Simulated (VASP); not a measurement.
# Be3Se2O (Cmc2_1) in VASP: single point with r2SCAN

Aim: the single point of Be3Se2O with r2SCAN.

Everything below comes from runs of VASP 6.6.1. Logs are shortened: lines on timing, memory, paths and dates and some standing lists are left out, and cuts for length are marked.

## 1. The structure

It takes space group Cmc2_1 (No. 36, orthorhombic). Conventional cell: a = 10.156 Å, b = 5.744 Å, c = 5.445 Å, α = 90.00°, β = 90.00°, γ = 90.00°. Be (site symmetry 1) is surrounded by 1 O at 1.67 Å. Be (site symmetry m) has 2 O at 1.74 to 1.80 Å as nearest neighbours. Around Se (site symmetry 1) lie 4 Be at 2.23 to 2.27 Å. O (site symmetry m) has 4 Be at 1.67 to 1.80 Å as nearest neighbours.

The cell was built by a generator and needn't be a form met in nature.

## 2. Single point, r2SCAN

The input, INCAR:

```
ALGO = Normal
EDIFF = 1E-6
ENCUT = 520
ISIF = 2
ISMEAR = 0
KPAR = 4
LASPH = T
LCHARG = F
LMIXTAU = T
LREAL = F
LWAVE = F
METAGGA = R2SCAN
NBANDS = 36
NELM = 150
PREC = Accurate
SIGMA = 0.03
```

The input, KPOINTS:

```
k-points
0
Gamma
  6 6 6
```

The input, POSCAR:

```
Be3Se2O
1.0
    5.0780500000     -2.8719600000      0.0000000000
    5.0780500000      2.8719600000      0.0000000000
    0.0000000000      0.0000000000      5.4449600000
Be Se O
6 4 2
Direct
    0.8386350000      0.4292100000      0.4135620000
    0.5707900000      0.1613650000      0.4135620000
    0.1095090000      0.8904910000      0.3276790000
    0.4292100000      0.8386350000      0.9135620000
    0.1613650000      0.5707900000      0.9135620000
    0.8904910000      0.1095090000      0.8276790000
    0.8350330000      0.4840180000      0.0072250000
    0.4840180000      0.8350330000      0.5072250000
    0.1649670000      0.5159820000      0.5072250000
    0.5159820000      0.1649670000      0.0072250000
    0.8534360000      0.1465640000      0.4999890000
    0.1465640000      0.8534360000      0.9999890000
```

Potentials or basis: VASP PAW PBE potentials, release 64 (Be, Se, O).

The run is started by

```console
> cat potpaw_PBE.64/Be/POTCAR potpaw_PBE.64/Se/POTCAR potpaw_PBE.64/O/POTCAR > POTCAR
> mpirun -np 4 vasp_std > vasp.out
```

OUTCAR:

```text
EDIFF = 1E-6
   ENCUT = 520
   ISIF = 2
   ISMEAR = 0
   LASPH = T
   LREAL = F
   METAGGA = R2SCAN
   NELM = 150
   PREC = Accurate

 ion  position               nearest neighbor table
   1  0.839  0.429  0.414-  11 1.67   7 2.23   8 2.26   9 2.27
   2  0.571  0.161  0.414-  11 1.67  10 2.23   9 2.26   8 2.27
   3  0.110  0.890  0.328-  11 1.74  12 1.80   8 2.26   9 2.26
   4  0.429  0.839  0.914-  12 1.67   8 2.23   7 2.26  10 2.27
   5  0.161  0.571  0.914-  12 1.67   9 2.23  10 2.26   7 2.27
   6  0.890  0.110  0.828-  12 1.74  11 1.80   7 2.26  10 2.26
   7  0.835  0.484  0.007-   1 2.23   4 2.26   6 2.26   5 2.27
   8  0.484  0.835  0.507-   4 2.23   1 2.26   3 2.26   2 2.27
   9  0.165  0.516  0.507-   5 2.23   2 2.26   3 2.26   1 2.27
  10  0.516  0.165  0.007-   2 2.23   5 2.26   6 2.26   4 2.27
  11  0.853  0.147  0.500-   1 1.67   2 1.67   3 1.74   6 1.80
  12  0.147  0.853  1.000-   4 1.67   5 1.67   6 1.74   3 1.80

  LATTYP: Found a base centered orthorhombic cell.
 ALAT       =     5.7439200000
 B/A-ratio  =     1.7681478851
 C/A-ratio  =     0.9479519213

  Lattice vectors:

 A1 = (  -5.0780500000,  -2.8719600000,   0.0000000000)
 A2 = (   5.0780500000,  -2.8719600000,   0.0000000000)
 A3 = (   0.0000000000,   0.0000000000,   5.4449600000)

Analysis of symmetry for initial positions (statically):
=====================================================================
 Subroutine PRICEL returns:
 Original cell was already a primitive cell.

 Routine SETGRP: Setting up the symmetry group for a
 base centered orthorhombic supercell.

 Subroutine GETGRP returns: Found  4 space group operations
 (whereof  2 operations were pure point group operations)
 out of a pool of  8 trial point group operations.

The static configuration has the point symmetry C_1h.
 The point group associated with its full space group is C_2v.

Analysis of symmetry for dynamics (positions and initial velocities):
=====================================================================
 Subroutine PRICEL returns:
 Original cell was already a primitive cell.

 Routine SETGRP: Setting up the symmetry group for a
 base centered orthorhombic supercell.

 Subroutine GETGRP returns: Found  4 space group operations
 (whereof  2 operations were pure point group operations)
 out of a pool of  8 trial point group operations.

The dynamic configuration has the point symmetry C_1h.
 The point group associated with its full space group is C_2v.

 Subroutine INISYM returns: Found  4 space group operations
 (whereof  2 operations are pure point group operations),
 and found     1 'primitive' translations

----------------------------------------------------------------------------------------

                                     Primitive cell

  volume of cell :     158.8181

  direct lattice vectors                    reciprocal lattice vectors
     5.078050000 -2.871960000  0.000000000     0.098462993 -0.174097132  0.000000000
     5.078050000  2.871960000  0.000000000     0.098462993  0.174097132  0.000000000
     0.000000000  0.000000000  5.444960000     0.000000000  0.000000000  0.183656078

  length of vectors
     5.833930583  5.833930583  5.444960000     0.200011931  0.200011931  0.183656078

  position of ions in fractional coordinates (direct lattice)
     0.838635000  0.429210000  0.413562000
     0.570790000  0.161365000  0.413562000
     0.109509000  0.890491000  0.327679000
     0.429210000  0.838635000  0.913562000
     0.161365000  0.570790000  0.913562000
     0.890491000  0.109509000  0.827679000
     0.835033000  0.484018000  0.007225000
     0.484018000  0.835033000  0.507225000
     0.164967000  0.515982000  0.507225000
     0.515982000  0.164967000  0.007225000
     0.853436000  0.146564000  0.499989000
     0.146564000  0.853436000  0.999989000

  ion indices of the primitive-cell ions
   primitive index   ion index
                 1           1
                 2           2
                 3           3
                 4           4
                 5           5
                 6           6
                 7           7
                 8           8
                 9           9
                10          10
                11          11
                12          12

----------------------------------------------------------------------------------------

 KPOINTS: k-points

Automatic generation of k-mesh.
 Grid dimensions read from file:
 generate k-points for:    6    6    6

 Generating k-lattice:

  Cartesian coordinates                     Fractional coordinates (reciprocal lattice)
     0.016410499 -0.029016189  0.000000000     0.166666667  0.000000000  0.000000000
     0.016410499  0.029016189  0.000000000     0.000000000  0.166666667  0.000000000
     0.000000000  0.000000000  0.030609346     0.000000000  0.000000000  0.166666667

  Length of vectors
     0.033335322  0.033335322  0.030609346

  Shift w.r.t. Gamma in fractional coordinates (k-lattice)
     0.000000000  0.000000000  0.000000000

 Subroutine IBZKPT returns following result:
 ===========================================

 Found     52 irreducible k-points:

 Following reciprocal coordinates:
            Coordinates               Weight
  0.000000  0.000000  0.000000      1.000000
  0.166667  0.000000  0.000000      4.000000
  0.333333  0.000000  0.000000      4.000000
  0.500000  0.000000  0.000000      2.000000
  0.166667  0.166667  0.000000      2.000000
  0.333333  0.166667  0.000000      4.000000
[... 16 lines left out ...]
  0.333333  0.333333  0.166667      4.000000
  0.500000  0.333333  0.166667      8.000000
 [... further k-points ...]
   k-points           NKPTS =     52   k-points in BZ     NKDIM =     52   number of bands    NBANDS=     36
   number of dos      NEDOS =    301   number of ions     NIONS =     12
   total plane-waves  NPLWV =  92160
   dimension x,y,z NGX =    48 NGY =   48 NGZ =   40
   dimension x,y,z NGXF=    96 NGYF=   96 NGZF=   80
   ions per type =               6   4   2
   NGX,Y,Z   is equivalent  to a cutoff of  13.68, 13.68, 12.21 a.u.
   NGXF,Y,Z  is equivalent  to a cutoff of  27.36, 27.36, 24.43 a.u.
 SYSTEM =  unknown system
   PREC   = accura    normal or accurate (medium, high low for compatibility)
   ISTART =      0    job   : 0-new  1-cont  2-samecut
   ICHARG =      2    charge: 1-file 2-atom 10-const
   ISPIN  =      1    spin polarized calculation?
   LNONCOLLINEAR =      F non collinear calculations
   LSORBIT =      F    spin-orbit coupling
   LASPH  =      T    aspherical Exc in radial PAW
   ENCUT  =  520.0 eV  38.22 Ry    6.18 a.u.  10.85 10.85 10.12*2*pi/ulx,y,z
   NELM   =    150;   NELMIN=  2; NELMDL= -5     # of ELM steps
   EDIFF  = 0.1E-05   stopping-criterion for ELM
   LREAL  =      F    real-space projection
   EDIFFG = 0.1E-04   stopping-criterion for IOM
   NSW    =      0    number of steps for IOM
   IBRION =     -1    ionic relax: 0-MD 1-quasi-New 2-CG
   NFREE  =      0    steps in history (QN), initial steepest desc. (CG)
   ISIF   =      2    stress and relaxation
   ISYM   =      2    0-nonsym 1-usesym 2-fastsym
   POTIM  = 0.5000    time-step for ionic-motion
   TEBEG  =    0.0;   TEEND  =   0.0 temperature during run
   PSTRESS=    0.0 pullay stress
   NELECT =      48.0000    total number of electrons
   NUPDOWN=      -1.0000    fix difference up-down
   EMIN   =  10.00;   EMAX   =-10.00  energy-range for DOS
   EFERMI =   0.00;   METHOD = LEGACY
   ISMEAR =     0;   SIGMA  =   0.03  broadening in eV -4-tet -1-fermi 0-gaus
   EFERMI_NEDOS =   21; number of points for ismear=-14 and -15
   IALGO  =     38    algorithm
   IMIX   =      4    mixing-type and parameters
     AMIX     =   0.40;   BMIX     =  1.00
     AMIX_MAG =   1.60;   BMIX_MAG =  1.00
  volume/ion in A,a.u.               =      13.23        89.31
  Fermi-wavevector in a.u.,A,eV,Ry     =   1.098640  2.076128 16.422352  1.207009
  Thomas-Fermi vector in A             =   2.235020
   LORBIT       =      0    0 simple, 1 ext, 2 COOP (PROOUT), +10 PAW based schemes
   METAGGA = R2SCAN    functional components
   LHFCALC =     F    Hartree Fock is set to
   AEXX    =    0.0000 exact exchange contribution
   IVDW    =     0    specifies the selected vdW correction
   LEPSILON=     F    determine dielectric tensor
   LRPA    =     F    only Hartree local field effects (RPA)
 non-spin polarized calculation
 Gauss-broadening in eV      SIGMA  =   0.03
  energy-cutoff  :      520.00
  volume of cell :      158.82
 maximum number of plane-waves:      4308
 NGX is ok and might be reduce to    48
   NGX = 21   NGY = 21   NGZ = 21

 number of electron      47.9999991 magnetization

 Free energy of the ion-electron system (eV)
  ---------------------------------------------------
  ext. energy  EPLUGINS =         0.00000000
  ---------------------------------------------------
  free energy    TOTEN  =      -111.97190785 eV

  energy without entropy =     -111.97190785  energy(sigma->0) =     -111.97190785

 E-fermi :   4.3047     XC(G=0): -10.3847

 val. band max:        4.1005304998   @ k =  -0.3333   0.3333   0.0000
 cond. band min:       7.6071167924   @ k =  -0.3333   0.3333   0.3333
 fundamental gap:      3.5065862926
 Fermi energy:         4.3047300392

 k-point     1 :       0.0000    0.0000    0.0000
  band No.  band energies     occupation
      1     -16.7459      2.00000
      2     -16.5727      2.00000
      3     -10.1492      2.00000
      4      -8.6003      2.00000
      5      -8.1118      2.00000
      6      -8.0766      2.00000
[... 28 lines left out ...]
     35      12.6639      0.00000
     36      13.0609      0.00000
[... 866 lines left out ...]
      6      -8.1441      2.00000
[... 28 lines left out ...]
     35      11.9118      0.00000
     36      12.3105      0.00000

 [... further k-points ...]

------------------------ aborting loop because EDIFF is reached ----------------------------------------

  FORCE on cell =-STRESS in cart. coord.  units (eV):
  Direction    XX          YY          ZZ          XY          YZ          ZX
  --------------------------------------------------------------------------------------
  -------------------------------------------------------------------------------------
  Total       -1.0198402     -1.0181763     -0.8829118      0.0000000      0.0000000      0.0000000
  in kB      -10.2882774    -10.2714912     -8.9069263      0.0000000      0.0000000      0.0000000
  external PRESSURE =      -9.8222316 kB  Pullay stress =       0.0000000 kB

 VOLUME and BASIS-vectors are now :
 -----------------------------------------------------------------------------
  energy-cutoff  :      520.00
  volume of cell :      158.82
      direct lattice vectors                 reciprocal lattice vectors
     5.078050000 -2.871960000  0.000000000     0.098462993 -0.174097132  0.000000000
     5.078050000  2.871960000  0.000000000     0.098462993  0.174097132  0.000000000
     0.000000000  0.000000000  5.444960000     0.000000000  0.000000000  0.183656078

 POSITION                                       TOTAL-FORCE (eV/Angst)
 -----------------------------------------------------------------------------------
      6.43818     -1.17585      2.25183        -0.009474     -0.006405     -0.014358
      3.71792     -1.17585      2.25183         0.009474     -0.006405     -0.014358
      5.07805      2.24295      1.78420         0.000000     -0.017957      0.037175
      6.43818      1.17585      4.97431        -0.009474      0.006405     -0.014358
      3.71792      1.17585      4.97431         0.009474      0.006405     -0.014358
      5.07805     -2.24295      4.50668         0.000000      0.017957      0.037175
      6.69821     -1.00810      0.03934        -0.014377     -0.028443      0.019665
      6.69821      1.00810      2.76182        -0.014377      0.028443      0.019665
      3.45789      1.00810      2.76182         0.014377      0.028443      0.019665
      3.45789     -1.00810      0.03934         0.014377     -0.028443      0.019665
      5.07805     -2.03011      2.72242         0.000000      0.048627     -0.047789
      5.07805      2.03011      5.44490         0.000000     -0.048627     -0.047789
 -----------------------------------------------------------------------------------
    total drift:                               -0.000000     -0.000000     -0.001142

  FREE ENERGIE OF THE ION-ELECTRON SYSTEM (eV)
  ---------------------------------------------------
  free  energy   TOTEN  =      -111.9719078510 eV

  energy  without entropy=     -111.9719078510  energy(sigma->0) =     -111.97190785
```

Run time: 4.3 min. Hardware: 4 MPI ranks of Intel Xeon Platinum 8488C (Sapphire Rapids), shared host; peak memory 0.48 GiB.

What came out:

| Item | Value |
| --- | --- |
| Free energy | -111.9719 eV |
| Pressure | -1.0 GPa |
| Largest force | 0.068 eV/Å |
| Band gap on the k mesh | 3.51 eV, indirect (least direct gap 3.78 eV) |

Forces on the atoms (eV/Å):
```
Be  -0.009 -0.006 -0.014
Be   0.009 -0.006 -0.014
Be   0.000 -0.018  0.037
Be  -0.009  0.006 -0.014
Be   0.009  0.006 -0.014
Be   0.000  0.018  0.037
Se  -0.014 -0.028  0.020
Se  -0.014  0.028  0.020
Se   0.014  0.028  0.020
Se   0.014 -0.028  0.020
O    0.000  0.049 -0.048
O    0.000 -0.049 -0.048
```

Stress tensor (GPa, compression positive):
```
-1.03  0.00  0.00
 0.00 -1.03  0.00
 0.00  0.00 -0.89
```

Caveat: the PAW data sets were made with another functional, which shifts forces and pressure a little. A k mesh can miss the band edges.
